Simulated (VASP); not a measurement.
Output of a VASP run:

File OUTCAR:
```
 ion  position               nearest neighbor table
   1  0.911  0.909  0.590-
   2  0.371  0.372  0.134-   5 2.72   3 2.73   4 2.75
   3  0.412  0.414  0.579-   2 2.73
   4  0.919  0.405  0.094-   2 2.75
   5  0.410  0.924  0.092-   2 2.72
  LATTYP: Found a base centered monoclinic cell.
 ALAT       =     8.7067300000
 B/A-ratio  =     0.9703264027
 C/A-ratio  =     0.7038325746
 COS(beta)  =    -0.0529146143
 Subroutine PRICEL returns:
 Original cell was already a primitive cell.
 Subroutine GETGRP returns: Found  1 space group operations
The static configuration has the point symmetry C_1 .
The dynamic configuration has the point symmetry C_1 .
 Subroutine INISYM returns: Found  1 space group operations
 Subroutine IBZKPT returns following result:
 Found      8 irreducible k-points:

 Following reciprocal coordinates:
            Coordinates               Weight
  0.000000  0.000000  0.000000      1.000000
  0.500000  0.000000  0.000000      1.000000
  0.000000  0.500000  0.000000      1.000000
  0.500000  0.500000  0.000000      1.000000
  0.000000  0.000000  0.500000      1.000000
  0.500000  0.000000  0.500000      1.000000
  0.000000  0.500000  0.500000      1.000000
  0.500000  0.500000  0.500000      1.000000
   k-points           NKPTS =      8   k-points in BZ     NKDIM =      8   number of bands    NBANDS=     26
   number of dos      NEDOS =    301   number of ions     NIONS =      5
   total plane-waves  NPLWV =  46656
   dimension x,y,z NGX =    36 NGY =   36 NGZ =   36
   dimension x,y,z NGXF=    72 NGYF=   72 NGZF=   72
   ions per type =               1   1   3
   PREC   = accura    normal or accurate (medium, high low for compatibility)
   ISTART =      0    job   : 0-new  1-cont  2-samecut
   ICHARG =      2    charge: 1-file 2-atom 10-const
   ISPIN  =      1    spin polarized calculation?
   LNONCOLLINEAR =      F non collinear calculations
   LSORBIT =      F    spin-orbit coupling
   INIWAV =      1    electr: 0-lowe 1-rand  2-diag
   ENCUT  =  300.0 eV  22.05 Ry    4.70 a.u.   8.57  8.57  8.65*2*pi/ulx,y,z
   NELM   =    100;   NELMIN=  2; NELMDL= -5     # of ELM steps
   EDIFF  = 0.1E-05   stopping-criterion for ELM
   LREAL  =      F    real-space projection
   NLSPLINE    = F    spline interpolate recip. space projectors
   LMAXMIX     =    4 max onsite mixed and CHGCAR
   VOSKOWN=      0    Vosko Wilk Nusair interpolation
   EDIFFG = 0.1E-04   stopping-criterion for IOM
   NSW    =      0    number of steps for IOM
   NBLOCK =      1;   KBLOCK =      1    inner block; outer block
   IBRION =     -1    ionic relax: 0-MD 1-quasi-New 2-CG
   NFREE  =      0    steps in history (QN), initial steepest desc. (CG)
   ISIF   =      2    stress and relaxation
   ISYM   =      2    0-nonsym 1-usesym 2-fastsym
   TEIN   =    0.0    initial temperature
   TEBEG  =    0.0;   TEEND  =   0.0 temperature during run
   SMASS  =  -3.00    Nose mass-parameter (am)
   PSTRESS=    0.0 pullay stress
   NELECT =      44.0000    total number of electrons
   EFERMI =   0.00;   METHOD = LEGACY
   ISMEAR =     0;   SIGMA  =   0.01  broadening in eV -4-tet -1-fermi 0-gaus
   IALGO  =     38    algorithm
   LDIAG  =      T    sub-space diagonalisation (order eigenvalues)
   IMIX   =      4    mixing-type and parameters
     AMIX     =   0.40;   BMIX     =  1.00
     AMIX_MAG =   1.60;   BMIX_MAG =  1.00
     AMIN     =   0.10
   GGA     = PS    functional components
   VOSKOWN =     0    Vosko Wilk Nusair interpolation
   LHFCALC =     F    Hartree Fock is set to
   LHFONE  =     F    Hartree Fock one center treatment
   AEXX    =    0.0000 exact exchange contribution
   IVDW    =     0    specifies the selected vdW correction
   LEPSILON=     F    determine dielectric tensor
   LRPA    =     F    only Hartree local field effects (RPA)
  energy-cutoff  :      300.00
  volume of cell :      225.07
...
```

### OSZICAR
```
       N       E                     dE             d eps       ncg     rms          rms(c)
DAV:   1     0.290918896536E+03    0.29092E+03   -0.14233E+04   442   0.133E+03
DAV:   2     0.232585649308E+02   -0.26766E+03   -0.26139E+03   510   0.307E+02
DAV:   3    -0.134501893376E+02   -0.36709E+02   -0.36590E+02   462   0.118E+02
DAV:   4    -0.148193745999E+02   -0.13692E+01   -0.13667E+01   550   0.276E+01
DAV:   5    -0.148584141260E+02   -0.39040E-01   -0.39031E-01   590   0.417E+00    0.478E+00
DAV:   6    -0.146565093450E+02    0.20190E+00   -0.39158E-01   534   0.376E+00    0.330E+00
DAV:   7    -0.146385134936E+02    0.17996E-01   -0.23949E-01   492   0.208E+00    0.935E-01
DAV:   8    -0.146389043600E+02   -0.39087E-03   -0.30499E-02   484   0.129E+00    0.371E-01
DAV:   9    -0.146399377269E+02   -0.10334E-02   -0.35465E-03   480   0.455E-01    0.807E-02
DAV:  10    -0.146399400194E+02   -0.22926E-05   -0.29048E-04   528   0.113E-01    0.389E-02
DAV:  11    -0.146400214557E+02   -0.81436E-04   -0.17613E-04   462   0.695E-02    0.252E-02
DAV:  12    -0.146400204190E+02    0.10368E-05   -0.15190E-05   520   0.198E-02    0.113E-02
DAV:  13    -0.146400204892E+02   -0.70222E-07   -0.15226E-06   404   0.706E-03
   1 F= -.14640020E+02 E0= -.14640020E+02  d E =-.268916E-11
```

**OUTCAR**
```
------------------------ aborting loop because EDIFF is reached ----------------------------------------
  FORCE on cell =-STRESS in cart. coord.  units (eV):
  Direction    XX          YY          ZZ          XY          YZ          ZX
  --------------------------------------------------------------------------------------
  Total        0.6763326      0.4567266      0.1936569     -0.0073514      0.0022887     -0.1639460
  in kB        4.8145681      3.2512721      1.3785738     -0.0523322      0.0162928     -1.1670727
  external PRESSURE =       3.1481380 kB  Pullay stress =       0.0000000 kB
  volume of cell :      225.07
      direct lattice vectors                 reciprocal lattice vectors
     4.353365000 -4.224185000  0.000000000     0.114853682 -0.118366028  0.006085964
     4.353365000  4.224185000  0.000000000     0.114853682  0.118366028  0.006085964
    -0.324265000  0.000000000  6.119495000     0.000000000  0.000000000  0.163412177
 POSITION                                       TOTAL-FORCE (eV/Angst)
 -----------------------------------------------------------------------------------
      7.73283     -0.00720      3.61047        -0.002010      0.004165      0.001671
      3.19254      0.00255      0.81748        -0.469009      0.060023      0.293388
      3.40862      0.00477      3.54133         0.110033     -0.004855     -0.116771
      5.73509     -2.17209      0.57356         0.196354     -0.090425     -0.088020
      5.77757      2.17197      0.56297         0.164632      0.031092     -0.090269
 -----------------------------------------------------------------------------------
    total drift:                               -0.005737      0.000279      0.000236
  FREE ENERGIE OF THE ION-ELECTRON SYSTEM (eV)
  ---------------------------------------------------
  free  energy   TOTEN  =       -14.6400204892 eV

  energy  without entropy=      -14.6400204892  energy(sigma->0) =      -14.64002049
```
(Selected blocks of OUTCAR.)

### POSCAR
```
CsGeI3
1
    4.3533650000    -4.2241850000     0.0000000000
    4.3533650000     4.2241850000     0.0000000000
   -0.3242650000     0.0000000000     6.1194950000
Cs Ge I
1 1 3
Direct
  0.9109700000   0.9092650000   0.5899940000
  0.3713490000   0.3719520000   0.1335870000
  0.4124800000   0.4136100000   0.5786960000
  0.9192890000   0.4050850000   0.0937260000
  0.4099130000   0.9240890000   0.0919960000
```

Reconstruct the remaining input files.

This is not unique; one that fits is the input of the run itself, PBEsol GGA, plane waves, VASP's PBE PAW potentials (set 64).

**KPOINTS**
```
Automatic mesh
0
Gamma
2 2 2
0 0 0
```

**INCAR**
```
# general
SYSTEM =CsGeI3
PREC   =Accurate
ENCUT  =300
LREAL  =.FALSE.
LASPH  =.TRUE.

# electronic loop
EDIFF  =1E-6
NELM   =100
ALGO   =Normal
LMAXMIX=4

# smearing
ISMEAR =0
SIGMA  =0.01

# functional
GGA    =PS

# ions
ISIF   =2

# output
LWAVE  =.FALSE.
LCHARG =.FALSE.
```

POTCAR, in this order: Cs_sv Ge_d I (PBE.64 set). Program: vasp_std.

At this cut-off the stress carries a Pulay error, which pulls relaxed volumes low.

The structure comes from a computed database's CsGeI3 entry; how it stands against other phases isn't given here. The cell was not relaxed at this level, atoms are displaced from their ideal sites. The k-mesh is coarse (spacing up to 0.52 per Å, 2π included), so the numbers may not be converged in it.
